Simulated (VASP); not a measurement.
# Zn3P (Pm-3m) in VASP: reference runs

How does Zn3P come out in PBE? The cell is run as given and disturbed, then over a range of volumes.

All numbers are computed with VASP 6.6.1; they aren't measurements. Logs are shortened: lines on timing, memory, paths and dates and some standing lists are left out, and cuts for length are marked.

## (1) The crystal as given

Symmetry: Pm-3m, No. 221, cubic system. The conventional cell has a = 3.976 Å, b = 3.976 Å, c = 3.976 Å, α = 90.00°, β = 90.00°, γ = 90.00°. Zn (site symmetry 4/mmm) has 8 Zn at 2.81 Å and 4 P at 2.81 Å as nearest neighbours. P (site symmetry m-3m) has 12 Zn at 2.81 Å as nearest neighbours.

The cell comes from a database or a generator and needn't be the stable form of this composition.

## (2) Single point, PBE

INCAR

```
PREC     = Accurate       # precision mode
ENCUT    = 520            # plane-wave cutoff, eV
EDIFF    = 1E-7           # SCF threshold, eV
ISMEAR   = -1             # smearing method
SIGMA    = 0.05           # smearing width, eV
LREAL    = F              # projectors in reciprocal space
LASPH    = T              # aspherical terms in the spheres
NELM     = 60             # most SCF steps
ALGO     = Normal         # electronic algorithm
ISIF     = 2              # what is computed and relaxed
LWAVE    = F              # write WAVECAR
LCHARG   = T              # write CHGCAR
GGA      = PE             # functional
LELF     = T              # ELF
LVHAR    = T            
NBANDS   = 28             # bands
```

KPOINTS

```
Automatic mesh
0
Gamma
  7 7 7
```

POSCAR

```
Zn3P
1.0
    3.9755180000      0.0000000000      0.0000000000
    0.0000000000      3.9755180000      0.0000000000
    0.0000000000      0.0000000000      3.9755180000
Zn P
3 1
Direct
    0.5000000000      0.5000000000      0.0000000000
    0.5000000000      0.0000000000      0.5000000000
    0.0000000000      0.5000000000      0.5000000000
    0.0000000000      0.0000000000      0.0000000000
```

Potentials or basis: VASP PAW PBE potentials, release 64 (Zn, P).

Started as:

```bash
> cat potpaw_PBE.64/Zn/POTCAR potpaw_PBE.64/P/POTCAR > POTCAR
> mpirun -np 1 vasp_std > vasp.out
```

OUTCAR:

```text
PREC = Accurate
   ENCUT = 520
   EDIFF = 1E-7
   ISMEAR = -1
   LREAL = F
   LASPH = T
   NELM = 60
   ISIF = 2
   GGA = PE

 ion  position               nearest neighbor table
   1  0.500  0.500  0.000-   2 2.81   3 2.81   4 2.81   2 2.81   3 2.81   2 2.81   4 2.81   2 2.81
                             3 2.81   4 2.81   3 2.81   4 2.81
   2  0.500  0.000  0.500-   1 2.81   3 2.81   4 2.81   1 2.81   4 2.81   1 2.81   3 2.81   1 2.81
                             3 2.81   4 2.81   4 2.81   3 2.81
   3  0.000  0.500  0.500-   1 2.81   2 2.81   4 2.81   1 2.81   4 2.81   2 2.81   4 2.81   4 2.81
                             1 2.81   2 2.81   1 2.81   2 2.81
   4  0.000  0.000  0.000-   1 2.81   2 2.81   3 2.81   2 2.81   3 2.81   1 2.81   3 2.81   3 2.81
                             1 2.81   2 2.81   2 2.81   1 2.81

  LATTYP: Found a simple cubic cell.
 ALAT       =     3.9755180000

  Lattice vectors:

 A1 = (   3.9755180000,   0.0000000000,   0.0000000000)
 A2 = (   0.0000000000,   3.9755180000,   0.0000000000)
 A3 = (   0.0000000000,   0.0000000000,   3.9755180000)

Analysis of symmetry for initial positions (statically):
=====================================================================
 Subroutine PRICEL returns:
 Original cell was already a primitive cell.

 Routine SETGRP: Setting up the symmetry group for a
 simple cubic supercell.

 Subroutine GETGRP returns: Found 48 space group operations
 (whereof 48 operations were pure point group operations)
 out of a pool of 48 trial point group operations.

The static configuration has the point symmetry O_h .

Analysis of symmetry for dynamics (positions and initial velocities):
=====================================================================
 Subroutine PRICEL returns:
 Original cell was already a primitive cell.

 Routine SETGRP: Setting up the symmetry group for a
 simple cubic supercell.

 Subroutine GETGRP returns: Found 48 space group operations
 (whereof 48 operations were pure point group operations)
 out of a pool of 48 trial point group operations.

The dynamic configuration has the point symmetry O_h .

 Subroutine INISYM returns: Found 48 space group operations
 (whereof 48 operations are pure point group operations),
 and found     1 'primitive' translations

----------------------------------------------------------------------------------------

                                     Primitive cell

  volume of cell :      62.8320

  direct lattice vectors                    reciprocal lattice vectors
     3.975518000  0.000000000  0.000000000     0.251539548  0.000000000  0.000000000
     0.000000000  3.975518000  0.000000000     0.000000000  0.251539548  0.000000000
     0.000000000  0.000000000  3.975518000     0.000000000  0.000000000  0.251539548

  length of vectors
     3.975518000  3.975518000  3.975518000     0.251539548  0.251539548  0.251539548

  position of ions in fractional coordinates (direct lattice)
     0.500000000  0.500000000  0.000000000
     0.500000000  0.000000000  0.500000000
     0.000000000  0.500000000  0.500000000
     0.000000000  0.000000000  0.000000000

  ion indices of the primitive-cell ions
   primitive index   ion index
                 1           1
                 2           2
                 3           3
                 4           4

----------------------------------------------------------------------------------------

 KPOINTS: Automatic mesh

Automatic generation of k-mesh.
 Grid dimensions read from file:
 generate k-points for:    7    7    7

 Generating k-lattice:

  Cartesian coordinates                     Fractional coordinates (reciprocal lattice)
     0.035934221  0.000000000  0.000000000     0.142857143  0.000000000  0.000000000
     0.000000000  0.035934221  0.000000000     0.000000000  0.142857143  0.000000000
     0.000000000  0.000000000  0.035934221     0.000000000  0.000000000  0.142857143

  Length of vectors
     0.035934221  0.035934221  0.035934221

  Shift w.r.t. Gamma in fractional coordinates (k-lattice)
     0.000000000  0.000000000  0.000000000

 Subroutine IBZKPT returns following result:
 ===========================================

 Found     20 irreducible k-points:

 Following reciprocal coordinates:
            Coordinates               Weight
  0.000000  0.000000  0.000000      1.000000
  0.142857  0.000000  0.000000      6.000000
  0.285714  0.000000  0.000000      6.000000
  0.428571  0.000000  0.000000      6.000000
  0.142857  0.142857  0.000000     12.000000
  0.285714  0.142857  0.000000     24.000000
[... 12 lines left out ...]
  0.428571  0.428571  0.285714     24.000000
  0.428571  0.428571  0.428571      8.000000
   k-points           NKPTS =     20   k-points in BZ     NKDIM =     20   number of bands    NBANDS=     28
   number of dos      NEDOS =    301   number of ions     NIONS =      4
   total plane-waves  NPLWV =  27000
   dimension x,y,z NGX =    30 NGY =   30 NGZ =   30
   dimension x,y,z NGXF=    60 NGYF=   60 NGZF=   60
   ions per type =               3   1
   NGX,Y,Z   is equivalent  to a cutoff of  12.55, 12.55, 12.55 a.u.
   NGXF,Y,Z  is equivalent  to a cutoff of  25.09, 25.09, 25.09 a.u.
 SYSTEM =  unknown system
   PREC   = accura    normal or accurate (medium, high low for compatibility)
   ISTART =      0    job   : 0-new  1-cont  2-samecut
   ICHARG =      2    charge: 1-file 2-atom 10-const
   ISPIN  =      1    spin polarized calculation?
   LNONCOLLINEAR =      F non collinear calculations
   LSORBIT =      F    spin-orbit coupling
   LASPH  =      T    aspherical Exc in radial PAW
   ENCUT  =  520.0 eV  38.22 Ry    6.18 a.u.   7.39  7.39  7.39*2*pi/ulx,y,z
   NELM   =     60;   NELMIN=  2; NELMDL= -5     # of ELM steps
   EDIFF  = 0.1E-06   stopping-criterion for ELM
   LREAL  =      F    real-space projection
   EDIFFG = 0.1E-05   stopping-criterion for IOM
   NSW    =      0    number of steps for IOM
   IBRION =     -1    ionic relax: 0-MD 1-quasi-New 2-CG
   NFREE  =      0    steps in history (QN), initial steepest desc. (CG)
   ISIF   =      2    stress and relaxation
   ISYM   =      2    0-nonsym 1-usesym 2-fastsym
   POTIM  = 0.5000    time-step for ionic-motion
   TEBEG  =    0.0;   TEEND  =   0.0 temperature during run
   PSTRESS=    0.0 pullay stress
   NELECT =      41.0000    total number of electrons
   NUPDOWN=      -1.0000    fix difference up-down
   EMIN   =  10.00;   EMAX   =-10.00  energy-range for DOS
   EFERMI =   0.00;   METHOD = LEGACY
   ISMEAR =    -1;   SIGMA  =   0.05  broadening in eV -4-tet -1-fermi 0-gaus
   EFERMI_NEDOS =   21; number of points for ismear=-14 and -15
   IALGO  =     38    algorithm
   IMIX   =      4    mixing-type and parameters
     AMIX     =   0.40;   BMIX     =  1.00
     AMIX_MAG =   1.60;   BMIX_MAG =  1.00
  volume/ion in A,a.u.               =      15.71       106.00
  Fermi-wavevector in a.u.,A,eV,Ry     =   1.419959  2.683333 27.433193  2.016283
  Thomas-Fermi vector in A             =   2.540924
   LORBIT       =      0    0 simple, 1 ext, 2 COOP (PROOUT), +10 PAW based schemes
   GGA     = PE    functional components
   LHFCALC =     F    Hartree Fock is set to
   AEXX    =    0.0000 exact exchange contribution
   IVDW    =     0    specifies the selected vdW correction
   LEPSILON=     F    determine dielectric tensor
   LRPA    =     F    only Hartree local field effects (RPA)
 non-spin polarized calculation
  energy-cutoff  :      520.00
  volume of cell :       62.83
 maximum number of plane-waves:      1743
 NGX is ok and might be reduce to    30
   NGX = 15   NGY = 15   NGZ = 15

 number of electron      41.0000099 magnetization

 Free energy of the ion-electron system (eV)
  ---------------------------------------------------
  ext. energy  EPLUGINS =         0.00000000
  ---------------------------------------------------
  free energy    TOTEN  =        -7.99914877 eV

  energy without entropy =       -7.98361875  energy(sigma->0) =       -7.99138376

 E-fermi :   4.5886     XC(G=0): -11.3129

 val. band max:        4.3633350540   @ k =   0.4286   0.1429   0.1429
 cond. band min:       4.6110984951   @ k =   0.4286   0.2857   0.1429
 fundamental gap:      0.2477634411
 Fermi energy:         4.5885569064

 k-point     1 :       0.0000    0.0000    0.0000
  band No.  band energies     occupation
      1      -8.1962      2.00000
      2      -3.9527      2.00000
      3      -3.5436      2.00000
      4      -3.5436      2.00000
      5      -3.5436      2.00000
      6      -3.4391      2.00000
[... 20 lines left out ...]
     27      12.4877      0.00000
     28      12.4877      0.00000

 k-point     2 :       0.1429    0.0000    0.0000
  band No.  band energies     occupation
      1      -8.0464      2.00000
      2      -3.9034      2.00000
      3      -3.5281      2.00000
      4      -3.5177      2.00000
      5      -3.5177      2.00000
      6      -3.4557      2.00000
[... 20 lines left out ...]
     27      11.5476      0.00000
     28      11.5476      0.00000

 k-point     3 :       0.2857    0.0000    0.0000
  band No.  band energies     occupation
      1      -7.6389      2.00000
      2      -3.8298      2.00000
      3      -3.5532      2.00000
      4      -3.4903      2.00000
      5      -3.4463      2.00000
      6      -3.4463      2.00000
[... 20 lines left out ...]
     27      11.5913      0.00000
     28      11.5913      0.00000

 k-point     4 :       0.4286    0.0000    0.0000
  band No.  band energies     occupation
      1      -7.1797      2.00000
      2      -4.1623      2.00000
      3      -3.5419      2.00000
      4      -3.4558      2.00000
      5      -3.3618      2.00000
      6      -3.3618      2.00000
[... 20 lines left out ...]
     27      12.2514      0.00000
     28      12.2514      0.00000

 k-point     5 :       0.1429    0.1429    0.0000
  band No.  band energies     occupation
      1      -7.9006      2.00000
      2      -3.8562      2.00000
      3      -3.5280      2.00000
      4      -3.4990      2.00000
      5      -3.4751      2.00000
      6      -3.4307      2.00000
[... 20 lines left out ...]
     27      10.5560      0.00000
     28      12.1808      0.00000

 k-point     6 :       0.2857    0.1429    0.0000
  band No.  band energies     occupation
      1      -7.5061      2.00000
      2      -3.7791      2.00000
      3      -3.5087      2.00000
      4      -3.4937      2.00000
      5      -3.4399      2.00000
      6      -3.3986      2.00000
[... 339 lines left out ...]
      5      -3.3605      2.00000
      6      -3.1643      2.00000
[... 20 lines left out ...]
     27      13.0206      0.00000
     28      13.0206      0.00000

 k-point    18 :       0.4286    0.2857    0.2857
  band No.  band energies     occupation
      1      -6.5304      2.00000
      2      -3.7338      2.00000
      3      -3.5064      2.00000
      4      -3.3588      2.00000
      5      -3.2783      2.00000
      6      -3.1729      2.00000
[... 20 lines left out ...]
     27      13.5338      0.00000
     28      14.3880      0.00000

 k-point    19 :       0.4286    0.4286    0.2857
  band No.  band energies     occupation
      1      -6.3767      2.00000
      2      -3.6453      2.00000
      3      -3.5343      2.00000
      4      -3.4627      2.00000
      5      -3.1805      2.00000
      6      -3.1786      2.00000
[... 20 lines left out ...]
     27      14.7025      0.00000
     28      15.2212      0.00000

 k-point    20 :       0.4286    0.4286    0.4286
  band No.  band energies     occupation
      1      -6.3077      2.00000
      2      -3.6301      2.00000
      3      -3.5653      2.00000
      4      -3.5653      2.00000
      5      -3.1653      2.00000
      6      -3.1653      2.00000
[... 20 lines left out ...]
     27      16.3899      0.00000
     28      16.3899      0.00000

------------------------ aborting loop because EDIFF is reached ----------------------------------------

  FORCE on cell =-STRESS in cart. coord.  units (eV):
  Direction    XX          YY          ZZ          XY          YZ          ZX
  --------------------------------------------------------------------------------------
  -------------------------------------------------------------------------------------
  Total       -0.2579646     -0.2579646     -0.2579646     -0.0000000     -0.0000000     -0.0000000
  in kB       -6.5779337     -6.5779337     -6.5779337     -0.0000000     -0.0000000     -0.0000000
  external PRESSURE =      -6.5779337 kB  Pullay stress =       0.0000000 kB

 VOLUME and BASIS-vectors are now :
 -----------------------------------------------------------------------------
  energy-cutoff  :      520.00
  volume of cell :       62.83
      direct lattice vectors                 reciprocal lattice vectors
     3.975518000  0.000000000  0.000000000     0.251539548  0.000000000  0.000000000
     0.000000000  3.975518000  0.000000000     0.000000000  0.251539548  0.000000000
     0.000000000  0.000000000  3.975518000     0.000000000  0.000000000  0.251539548

 POSITION                                       TOTAL-FORCE (eV/Angst)
 -----------------------------------------------------------------------------------
      1.98776      1.98776      0.00000         0.000000      0.000000      0.000000
      1.98776      0.00000      1.98776         0.000000      0.000000      0.000000
      0.00000      1.98776      1.98776         0.000000      0.000000      0.000000
      0.00000      0.00000      0.00000         0.000000      0.000000      0.000000
 -----------------------------------------------------------------------------------
    total drift:                                0.000000      0.000000     -0.000000

  FREE ENERGIE OF THE ION-ELECTRON SYSTEM (eV)
  ---------------------------------------------------
  free  energy   TOTEN  =        -7.9991487666 eV

  energy  without entropy=       -7.9836187452  energy(sigma->0) =       -7.99138376
```

Wall time 39 s (1 thread of AMD EPYC 7R43 (Zen 3), shared host); peak memory 0.14 GiB.

What came out:

```
Free energy            : -7.9991 eV
Pressure               : -0.7 GPa
Band gap on the k mesh : none (metal or under the smearing width)
```

(Continued in part 2 of 2.)
